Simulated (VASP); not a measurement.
BiB, 2 atoms in the cell. It takes space group I-4m2 (No. 119, tetragonal). Conventional cell: a = 3.978 Å, b = 3.978 Å, c = 5.402 Å, α = 90.00°, β = 90.00°, γ = 90.00°. B (site symmetry -4m2) is surrounded by 4 Bi at 2.40 Å. Around Bi (site symmetry -4m2) lie 4 B at 2.40 Å. The cell was built by a generator and needn't be a form met in nature. The cell isn't the ideal one: epitaxial_xy strain +2.5%.

```yaml
Program: VASP 6.6.1
Task: single point
Functional: PBE
Potentials_or_basis: VASP PAW PBE potentials, release 64 (B, Bi_d)
Cutoff: 520 eV
k_mesh: 8 × 8 × 8
Occupations: fermi-dirac, width 0.02 eV
Spin: no spin polarisation
Dipole_correction: no
Further_INCAR_settings: ALGO = Normal; EDIFF = 1e-06; NBANDS = 16
```

Potentials or basis: VASP PAW PBE potentials, release 64 (B, Bi_d).

The run is started by

```sh
$ cat potpaw_PBE.64/B/POTCAR potpaw_PBE.64/Bi_d/POTCAR > POTCAR
$ mpirun -np 1 vasp_std > vasp.out
```

Hardware: 1 thread of AMD EPYC 7R43 64-Core Processor (Zen 3) (shared host).

Question: How long does it take, and how much memory?

Answer: It took 69 s on 1 thread of AMD EPYC 7R43 64-Core Processor (Zen 3) (shared host), peak memory 0.15 GiB. Counts: scf iterations 12, k points 59.
